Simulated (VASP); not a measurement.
Here is the system:

```
CELL_PARAMETERS angstrom
      2.85176     0.00000     0.00000
      0.00000     2.85176     0.00000
      0.00000     0.00000     2.85176
ATOMIC_POSITIONS crystal
  Al 0.50000 0.50000 0.50000
  Ni 0.00000 0.00000 0.00000
```

The numbers are results of revPBE GGA, VASP's PBE PAW potentials (set 64) (plane waves; VASP), not measurements. Numerical set-up: 520 eV cut-off, 12×12×12 Γ-centred mesh, first-order Methfessel-Paxton smearing of 0.10 eV, potentials Al Ni.

Question: Estimate the energy per atom (σ→0), pressure, band gap (on the k-mesh) with the smallest direct gap where there is one.

Answer: 
The band gap (on the k-mesh) is none (metal, semimetal or under 0.01 eV). The energy per atom (σ→0) is -4933 meV/atom and the pressure is 10.49 GPa.

Only differences to runs with the same potentials and settings are physical.

The compound is NiAl in the CsCl type structure. This cell is one point of a volume scan, at 0.94 of the reference volume. The run is not spin-polarised, so no magnetic state was tried. The electron count is odd and the run is not spin-polarised, which forces a metal.
